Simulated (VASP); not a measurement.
NiGe (relaxed from the CsCl structure, space group Pm-3m): computed properties

The numbers are results of r2SCAN meta-GGA, VASP's PBE PAW potentials (set 64) (plane waves; VASP), not measurements.

- space group: Pm-3m (221)
- cell: a = b = c = 2.934 Å, α = β = γ = 90.00°
- volume per atom: 12.62 Å³/atom
- band gap (over mesh and band path): none (metal, semimetal or under 0.01 eV)
- band gap with spin-orbit coupling: none (metallic)
- density: 8.64 g/cm³

```
CELL_PARAMETERS angstrom
      2.93363     0.00000     0.00000
      0.00000     2.93363     0.00000
      0.00000     0.00000     2.93363
ATOMIC_POSITIONS crystal
  Ni 0.00000 0.00000 0.00000
  Ge 0.50000 0.50000 0.50000
```

The structure was generated: NiGe was put into the CsCl type (Pm-3m), which need not be its known phase. It was relaxed first, which changed the volume by +6 %. Symmetry was kept, so distortions that lower it aren't found.
